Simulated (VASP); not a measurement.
# Al15CoN16 (a cell with a defect) in VASP: further runs

Runs on Al15CoN16 (a cell with a defect). Level: PBEsol+U. Tasks: single point, relaxation of the atoms.

Everything below comes from runs of VASP 6.6.1. Logs are shortened: lines on timing, memory, paths and dates and some standing lists are left out, and cuts for length are marked.

## Step 1: The structure

The cell holds a defect, 32 atoms: a = 6.220 Å, b = 6.220 Å, c = 9.960 Å, α = 90.00°, β = 90.00°, γ = 120.00°.

## Step 2: Single point, PBEsol+U, collinear spin, ferromagnetic start

INCAR reads:

```
SYSTEM = Al15CoN16
  PREC = Accurate
  ENCUT = 450
  EDIFF = 1E-5
  ISMEAR = 0
  SIGMA = 0.03
  LREAL = Auto
  LASPH = .TRUE.
  NELM = 120
  ALGO = Normal
  ISIF = 2
  LWAVE = .FALSE.
  LCHARG = .FALSE.
  ISPIN = 2
  MAGMOM = 2 0 0 0 0 0 0 0 0 0 0 0 0 0 0 0 0 0 0 0 0 0 0 0 0 0 0 0 0 0 0 0
  LORBIT = 11
  NUPDOWN = 2
  LMAXMIX = 4
  LDAU = .TRUE.
  LDAUTYPE = 2
  LDAUL = 2 -1 -1
  LDAUU = 4 0 0
  LDAUJ = 0 0 0
  LDAUPRINT = 1
  GGA = PS
  KPAR = 4
```

KPOINTS reads:

```
Automatic mesh
0
G
  3 3 2
  0 0 0
```

POSCAR reads:

```
Al15CoN16
1.0
    6.2200008610      0.0000000000      0.0000000000
   -3.1100004305      5.3866787572      0.0000000000
    0.0000000000      0.0000000000      9.9600000000
Co Al N
1 15 16
Direct
    0.3333333333      0.1666666667      0.0000000000
    0.3333333333      0.1666666667      0.5000000000
    0.3333333333      0.6666666667      0.0000000000
    0.3333333333      0.6666666667      0.5000000000
    0.8333333333      0.1666666667      0.0000000000
    0.8333333333      0.1666666667      0.5000000000
    0.8333333333      0.6666666667      0.0000000000
    0.8333333333      0.6666666667      0.5000000000
    0.1666666667      0.3333333333      0.2500000000
    0.1666666667      0.3333333333      0.7500000000
    0.1666666667      0.8333333333      0.2500000000
    0.1666666667      0.8333333333      0.7500000000
    0.6666666667      0.3333333333      0.2500000000
    0.6666666667      0.3333333333      0.7500000000
    0.6666666667      0.8333333333      0.2500000000
    0.6666666667      0.8333333333      0.7500000000
    0.3333333333      0.1666666667      0.1910000000
    0.3333333333      0.1666666667      0.6910000000
    0.3333333333      0.6666666667      0.1910000000
    0.3333333333      0.6666666667      0.6910000000
    0.8333333333      0.1666666667      0.1910000000
    0.8333333333      0.1666666667      0.6910000000
    0.8333333333      0.6666666667      0.1910000000
    0.8333333333      0.6666666667      0.6910000000
    0.1666666667      0.3333333333      0.4410000000
    0.1666666667      0.3333333333      0.9410000000
    0.1666666667      0.8333333333      0.4410000000
    0.1666666667      0.8333333333      0.9410000000
    0.6666666667      0.3333333333      0.4410000000
    0.6666666667      0.3333333333      0.9410000000
    0.6666666667      0.8333333333      0.4410000000
    0.6666666667      0.8333333333      0.9410000000
```

Potentials or basis: VASP PAW PBE potentials, release 64 (Co, Al, N).

Command:

```bash
> cat potpaw_PBE.64/Co/POTCAR potpaw_PBE.64/Al/POTCAR potpaw_PBE.64/N/POTCAR > POTCAR
> mpirun -np 4 vasp_std > vasp.out
```

OUTCAR:

```text
SYSTEM = Al15CoN16
   PREC = Accurate
   ENCUT = 450
   EDIFF = 1E-5
   ISMEAR = 0
   LREAL = Auto
   LASPH = .TRUE.
   NELM = 120
   ISIF = 2
   ISPIN = 2
   LORBIT = 11
   NUPDOWN = 2
   GGA = PS

 ion  position               nearest neighbor table
   1  0.333  0.167  0.000-  26 1.89  30 1.89  28 1.89  17 1.90   9 3.07  10 3.07  13 3.07  14 3.07
                            11 3.07  12 3.07   5 3.11   5 3.11   7 3.11   3 3.11   3 3.11   7 3.11
   2  0.333  0.167  0.500-  25 1.89  29 1.89  27 1.89  18 1.90   9 3.07  10 3.07  13 3.07  14 3.07
                            11 3.07  12 3.07   6 3.11   6 3.11   8 3.11   4 3.11   4 3.11   8 3.11
   3  0.333  0.667  0.000-  28 1.89  32 1.89  26 1.89  19 1.90  11 3.07  12 3.07  15 3.07  16 3.07
                             9 3.07  10 3.07   7 3.11   7 3.11   1 3.11   1 3.11   5 3.11   5 3.11
   4  0.333  0.667  0.500-  27 1.89  31 1.89  25 1.89  20 1.90  11 3.07  12 3.07  15 3.07  16 3.07
                             9 3.07  10 3.07   8 3.11   8 3.11   2 3.11   2 3.11   6 3.11   6 3.11
   5  0.833  0.167  0.000-  30 1.89  26 1.89  32 1.89  21 1.90  13 3.07  14 3.07   9 3.07  10 3.07
                            15 3.07  16 3.07   1 3.11   1 3.11   7 3.11   7 3.11   3 3.11   3 3.11
   6  0.833  0.167  0.500-  29 1.89  25 1.89  31 1.89  22 1.90  13 3.07  14 3.07   9 3.07  10 3.07
                            15 3.07  16 3.07   2 3.11   2 3.11   8 3.11   8 3.11   4 3.11   4 3.11
   7  0.833  0.667  0.000-  32 1.89  28 1.89  30 1.89  23 1.90  15 3.07  16 3.07  11 3.07  12 3.07
                            13 3.07  14 3.07   3 3.11   3 3.11   5 3.11   5 3.11   1 3.11   1 3.11
   8  0.833  0.667  0.500-  31 1.89  27 1.89  29 1.89  24 1.90  15 3.07  16 3.07  11 3.07  12 3.07
                            13 3.07  14 3.07   4 3.11   4 3.11   6 3.11   6 3.11   2 3.11   2 3.11
   9  0.167  0.333  0.250-  17 1.89  21 1.89  19 1.89  25 1.90   1 3.07   2 3.07   5 3.07   6 3.07
[... 17 lines left out ...]
  19  0.333  0.667  0.191-  11 1.89  15 1.89   9 1.89   3 1.90
  20  0.333  0.667  0.691-  12 1.89  16 1.89  10 1.89   4 1.90
  21  0.833  0.167  0.191-  13 1.89   9 1.89  15 1.89   5 1.90
  22  0.833  0.167  0.691-  14 1.89  10 1.89  16 1.89   6 1.90
[... 8 lines left out ...]
  31  0.667  0.833  0.441-   8 1.89   4 1.89   6 1.89  15 1.90
  32  0.667  0.833  0.941-   7 1.89   3 1.89   5 1.89  16 1.90

  LATTYP: Found a hexagonal cell.
 ALAT       =     6.2200008610
 C/A-ratio  =     1.6012859520

  Lattice vectors:

 A1 = (   6.2200008610,   0.0000000000,   0.0000000000)
 A2 = (  -3.1100004305,   5.3866787572,   0.0000000000)
 A3 = (   0.0000000000,   0.0000000000,   9.9600000000)

Analysis of symmetry for initial positions (statically):
=====================================================================
 Subroutine PRICEL returns:
 Original cell was already a primitive cell.

 Routine SETGRP: Setting up the symmetry group for a
 hexagonal supercell.

 Subroutine GETGRP returns: Found  6 space group operations
 (whereof  2 operations were pure point group operations)
 out of a pool of 24 trial point group operations.

The static configuration has the point symmetry C_1h.
 The point group associated with its full space group is C_3v.

Analysis of symmetry for dynamics (positions and initial velocities):
[... 261 lines left out ...]

 spin component 1

 k-point     1 :       0.0000    0.0000    0.0000
  band No.  band energies     occupation
      1      -9.1137      1.00000
      2      -8.2459      1.00000
      3      -8.1961      1.00000
      4      -7.1870      1.00000
      5      -7.1870      1.00000
      6      -7.0933      1.00000
[... 481 lines left out ...]
     78      13.1828      0.00000
     79      13.1839      0.00000
 Fermi energy:         6.4764812601

 spin component 2

 k-point     1 :       0.0000    0.0000    0.0000
  band No.  band energies     occupation
      1      -9.1192      1.00000
      2      -8.2565      1.00000
      3      -8.1936      1.00000
      4      -7.1937      1.00000
      5      -7.1937      1.00000
      6      -7.0902      1.00000
[... 481 lines left out ...]
     78      13.1905      0.00000
     79      13.2103      0.00000
 [bands above 79 left out]

------------------------ aborting loop because EDIFF is reached ----------------------------------------

  FORCE on cell =-STRESS in cart. coord.  units (eV):
  Direction    XX          YY          ZZ          XY          YZ          ZX
  --------------------------------------------------------------------------------------
  -------------------------------------------------------------------------------------
  Total        0.5226980      0.5226980      2.0796503     -0.0000000      0.0000000     -0.0000000
  in kB        2.5095195      2.5095195      9.9845852     -0.0000000      0.0000000     -0.0000000
  external PRESSURE =       5.0012081 kB  Pullay stress =       0.0000000 kB

 VOLUME and BASIS-vectors are now :
 -----------------------------------------------------------------------------
  energy-cutoff  :      450.00
  volume of cell :      333.71
      direct lattice vectors                 reciprocal lattice vectors
     6.220000861  0.000000000  0.000000000     0.160771682  0.092821574  0.000000000
    -3.110000430  5.386678757  0.000000000     0.000000000  0.185643148  0.000000000
     0.000000000  0.000000000  9.960000000     0.000000000  0.000000000  0.100401606

 POSITION                                       TOTAL-FORCE (eV/Angst)
 -----------------------------------------------------------------------------------
      1.55500      0.89778      0.00000         0.000000      0.000000      0.197731
      1.55500      0.89778      4.98000         0.000000      0.000000     -0.075929
     -0.00000      3.59112      0.00000         0.295189      0.170427      0.333317
     -0.00000      3.59112      4.98000         0.003112      0.001797     -0.046006
      4.66500      0.89778      0.00000         0.000000     -0.340854      0.333317
      4.66500      0.89778      4.98000         0.000000     -0.003594     -0.046006
[... 24 lines left out ...]
      1.55500      4.48890      4.39236         0.000000      0.000000      0.033133
      1.55500      4.48890      9.37236         0.000000      0.000000     -0.084721
 -----------------------------------------------------------------------------------
    total drift:                               -0.000002      0.000003      0.027199

  FREE ENERGIE OF THE ION-ELECTRON SYSTEM (eV)
  ---------------------------------------------------
  free  energy   TOTEN  =      -246.7091656047 eV

  energy  without entropy=     -246.7084919850  energy(sigma->0) =     -246.70882879

 total charge

# of ion       s       p       d       tot
------------------------------------------
    1        0.484   0.625   7.301   8.410
    2        0.369   0.443   0.000   0.812
    3        0.371   0.443   0.000   0.814
    4        0.369   0.443   0.000   0.812
    5        0.371   0.443   0.000   0.814
    6        0.369   0.443   0.000   0.812
[... 24 lines left out ...]
   31        1.223   2.614   0.000   3.837
   32        1.223   2.614   0.000   3.837
--------------------------------------------------
tot         25.649  48.865   7.301  81.815

 magnetization (x)

# of ion       s       p       d       tot
------------------------------------------
    1        0.015   0.039   2.008   2.062
    2        0.000   0.001   0.000   0.001
    3        0.003   0.001   0.000   0.004
    4        0.000   0.000   0.000   0.000
    5        0.003   0.001   0.000   0.004
    6        0.000   0.000   0.000   0.000
[... 24 lines left out ...]
   31        0.000   0.001   0.000   0.002
   32        0.000  -0.002   0.000  -0.002
--------------------------------------------------
tot          0.042  -0.154   2.008   1.896
```

OSZICAR:

```text
N       E                     dE             d eps       ncg     rms          rms(c)
DAV:   1     0.699811751227E+03    0.69981E+03   -0.56483E+04  2040   0.130E+03
DAV:   2    -0.199070364558E+03   -0.89888E+03   -0.86403E+03  2516   0.292E+02
DAV:   3    -0.281836610074E+03   -0.82766E+02   -0.81560E+02  2400   0.993E+01
[... 12 lines left out ...]
DAV:  16    -0.246708929613E+03   -0.32989E-03   -0.99948E-04  2995   0.252E-01    0.718E-02
DAV:  17    -0.246709085382E+03   -0.15577E-03   -0.37069E-04  2945   0.984E-02    0.499E-02
DAV:  18    -0.246709127766E+03   -0.42384E-04   -0.14058E-04  2076   0.640E-02    0.316E-02
DAV:  19    -0.246709158003E+03   -0.30238E-04   -0.19940E-04  1841   0.667E-02    0.117E-02
DAV:  20    -0.246709165605E+03   -0.76016E-05   -0.63886E-05  1598   0.357E-02
   1 F= -.24670917E+03 E0= -.24670883E+03  d E =-.673620E-03  mag=     2.0000
```

stdout:

```text
POSCAR found type information on POSCAR CoAlN
 POSCAR found :  3 types and      32 ions
 scaLAPACK will be used
 -----------------------------------------------------------------------------
|                                                                             |
|                                                                             |
|     You enforced a specific xc type in the INCAR file but a different       |
|     I HOPE YOU KNOW WHAT YOU ARE DOING!                                     |
|                                                                             |
 -----------------------------------------------------------------------------

 LDA part: xc-table for (Slater+PW92), standard interpolation
 POSCAR, INCAR and KPOINTS ok, starting setup
 FFT: planning ... GRIDC
 FFT: planning ... GRID_SOFT
 FFT: planning ... GRID
 WAVECAR not read
 entering main loop
```

Run time: 3.5 min. Hardware: 4 MPI ranks of Intel Xeon Platinum 8488C (Sapphire Rapids), shared host; peak memory 0.62 GiB.

Results:

```yaml
Free_energy: -246.7092 eV
Largest_force: 0.950 eV/Å
Net_moment: 2.00 μB per cell
Site_moments: Co +2.06; Al +0.00; N +0.01, +0.00, -0.00, -0.07 μB
Valence_electrons_inside_the_program's_atomic_spheres: Co 8.41; Al 0.81; N 3.80, 3.84, 3.79
```

Forces on the atoms (eV/Å):
```
Co   0.000  0.000  0.198
Al   0.000  0.000 -0.076
Al   0.295  0.170  0.333
Al   0.003  0.002 -0.046
Al   0.000 -0.341  0.333
Al   0.000 -0.004 -0.046
Al  -0.295  0.170  0.333
Al  -0.003  0.002 -0.046
Al   0.057 -0.033 -0.121
Al   0.086 -0.050 -0.105
Al   0.000  0.065 -0.121
Al   0.000  0.099 -0.105
Al  -0.057 -0.033 -0.121
Al  -0.086 -0.050 -0.105
Al   0.000  0.000 -0.024
Al   0.000  0.000  0.015
N    0.000  0.000  0.950
N    0.000  0.000 -0.034
N   -0.018 -0.010 -0.019
N    0.017  0.010  0.013
N    0.000  0.021 -0.019
N    0.000 -0.020  0.013
N    0.018 -0.010 -0.019
N   -0.017  0.010  0.013
N   -0.022  0.012  0.063
N   -0.681  0.393 -0.444
N    0.000 -0.025  0.063
N    0.000 -0.786 -0.444
N    0.022  0.012  0.063
N    0.681  0.393 -0.444
N    0.000  0.000  0.033
N    0.000  0.000 -0.085
```

Eigenvalues of the final occupation matrices:
| site | spin | trace | eigenvalues |
| --- | --- | --- | --- |
| site 1 d | 1 | 4.67 | 0.88 0.88 0.97 0.97 0.97 |
| site 1 d | 2 | 2.66 | 0.24 0.24 0.26 0.97 0.97 |

Caveat: the k mesh is coarse (spacing up to 0.39 Å⁻¹), so the values aren't converged; the cutoff is under 1.25 times the usual one of these potentials, so pressure, stress and relaxed cells hold a basis-set (Pulay) error; the PAW data sets were made with another functional, which shifts forces and pressure a little; the total moment is fixed, so each spin has its own Fermi level.

## Step 3: Single point, PBEsol+U, collinear spin, zero start

INCAR: that of step 2 with these lines changed.

```diff
@@ -14,5 +14,5 @@
   ISPIN = 2
-  MAGMOM = 2 0 0 0 0 0 0 0 0 0 0 0 0 0 0 0 0 0 0 0 0 0 0 0 0 0 0 0 0 0 0 0
+  MAGMOM = 0 0 0 0 0 0 0 0 0 0 0 0 0 0 0 0 0 0 0 0 0 0 0 0 0 0 0 0 0 0 0 0
   LORBIT = 11
-  NUPDOWN = 2
+  NUPDOWN = 0
   LMAXMIX = 4
```

KPOINTS is that of step 2.

POSCAR is that of step 2.

Potentials or basis: VASP PAW PBE potentials, release 64 (Co, Al, N).

Command:

```bash
> cat potpaw_PBE.64/Co/POTCAR potpaw_PBE.64/Al/POTCAR potpaw_PBE.64/N/POTCAR > POTCAR
> mpirun -np 4 vasp_std > vasp.out
```

OUTCAR:

```text
SYSTEM = Al15CoN16
   PREC = Accurate
   ENCUT = 450
   EDIFF = 1E-5
   ISMEAR = 0
   LREAL = Auto
   LASPH = .TRUE.
   NELM = 120
   ISIF = 2
   ISPIN = 2
   LORBIT = 11
   NUPDOWN = 0
   GGA = PS

 ion  position               nearest neighbor table
   1  0.333  0.167  0.000-  26 1.89  30 1.89  28 1.89  17 1.90   9 3.07  10 3.07  13 3.07  14 3.07
                            11 3.07  12 3.07   5 3.11   5 3.11   7 3.11   3 3.11   3 3.11   7 3.11
   2  0.333  0.167  0.500-  25 1.89  29 1.89  27 1.89  18 1.90   9 3.07  10 3.07  13 3.07  14 3.07
                            11 3.07  12 3.07   6 3.11   6 3.11   8 3.11   4 3.11   4 3.11   8 3.11
   3  0.333  0.667  0.000-  28 1.89  32 1.89  26 1.89  19 1.90  11 3.07  12 3.07  15 3.07  16 3.07
                             9 3.07  10 3.07   7 3.11   7 3.11   1 3.11   1 3.11   5 3.11   5 3.11
   4  0.333  0.667  0.500-  27 1.89  31 1.89  25 1.89  20 1.90  11 3.07  12 3.07  15 3.07  16 3.07
                             9 3.07  10 3.07   8 3.11   8 3.11   2 3.11   2 3.11   6 3.11   6 3.11
[... 1374 lines left out ...]
 -----------------------------------------------------------------------------------
    total drift:                               -0.000002      0.000003      0.028969

  FREE ENERGIE OF THE ION-ELECTRON SYSTEM (eV)
  ---------------------------------------------------
  free  energy   TOTEN  =      -245.5382632869 eV

  energy  without entropy=     -245.5346969411  energy(sigma->0) =     -245.53648011

 total charge

# of ion       s       p       d       tot
------------------------------------------
    1        0.475   0.586   7.428   8.488
    2        0.369   0.444   0.000   0.813
    3        0.371   0.442   0.000   0.813
    4        0.369   0.443   0.000   0.812
    5        0.371   0.442   0.000   0.813
    6        0.369   0.443   0.000   0.812
[... 24 lines left out ...]
   31        1.223   2.614   0.000   3.837
   32        1.222   2.614   0.000   3.837
--------------------------------------------------
tot         25.644  48.766   7.428  81.838

 magnetization (x)

# of ion       s       p       d       tot
------------------------------------------
    1       -0.000  -0.000   0.000   0.000
    2        0.000   0.000   0.000   0.000
    3       -0.000   0.000   0.000   0.000
    4        0.000   0.000   0.000   0.000
    5       -0.000   0.000   0.000   0.000
    6        0.000   0.000   0.000   0.000
[... 24 lines left out ...]
   31       -0.000  -0.000   0.000  -0.000
   32        0.000  -0.000   0.000  -0.000
--------------------------------------------------
tot         -0.000  -0.000   0.000  -0.000
```

stdout:

```text
POSCAR found type information on POSCAR CoAlN
 POSCAR found :  3 types and      32 ions
 scaLAPACK will be used
 -----------------------------------------------------------------------------
|                                                                             |
|                                                                             |
|     You enforced a specific xc type in the INCAR file but a different       |
|     I HOPE YOU KNOW WHAT YOU ARE DOING!                                     |
|                                                                             |
 -----------------------------------------------------------------------------

 LDA part: xc-table for (Slater+PW92), standard interpolation
 POSCAR, INCAR and KPOINTS ok, starting setup
 FFT: planning ... GRIDC
 FFT: planning ... GRID_SOFT
 FFT: planning ... GRID
 WAVECAR not read
 entering main loop
```

Wall time 2.9 min (4 MPI ranks of Intel Xeon Platinum 8488C (Sapphire Rapids), shared host); peak memory 0.62 GiB.

Results:

```yaml
Free_energy: -245.5383 eV
Largest_force: 0.374 eV/Å
Net_moment: 0.00 μB per cell
Valence_electrons_inside_the_program's_atomic_spheres: Co 8.49; Al 0.81; N 3.79, 3.84, 3.78
```

Forces in eV/Å, atoms in the order of the input:
```
Co   0.000  0.000 -0.254
Al   0.000  0.000  0.082
Al   0.241  0.139  0.240
Al   0.046  0.027 -0.029
Al   0.000 -0.278  0.240
Al   0.000 -0.053 -0.029
Al  -0.241  0.139  0.240
Al  -0.046  0.027 -0.029
Al  -0.169  0.098 -0.266
Al   0.051 -0.029 -0.026
Al   0.000 -0.196 -0.266
Al   0.000  0.059 -0.026
Al   0.169  0.098 -0.266
Al  -0.051 -0.029 -0.026
Al   0.000  0.000 -0.115
Al   0.000  0.000  0.144
N    0.000  0.000 -0.182
N    0.000  0.000 -0.035
N   -0.039 -0.022  0.074
N   -0.003 -0.002 -0.047
N    0.000  0.045  0.074
N    0.000  0.003 -0.047
N    0.039 -0.022  0.074
N    0.003 -0.002 -0.047
N    0.064 -0.037  0.000
N   -0.271  0.157  0.204
N    0.000  0.073  0.000
N    0.000 -0.313  0.204
N   -0.064 -0.037  0.000
N    0.271  0.157  0.204
N    0.000  0.000  0.052
N    0.000  0.000 -0.142
```

Eigenvalues of the final occupation matrices:
| site | spin | trace | eigenvalues |
| --- | --- | --- | --- |
| site 1 d | 1 | 3.73 | 0.38 0.71 0.71 0.97 0.97 |
| site 1 d | 2 | 3.73 | 0.38 0.71 0.71 0.97 0.97 |

Caveat: the k mesh is coarse (spacing up to 0.39 Å⁻¹), so the values aren't converged; the cutoff is under 1.25 times the usual one of these potentials, so pressure, stress and relaxed cells hold a basis-set (Pulay) error; the PAW data sets were made with another functional, which shifts forces and pressure a little; the total moment is fixed, so each spin has its own Fermi level.

[end of part 1 of 2]
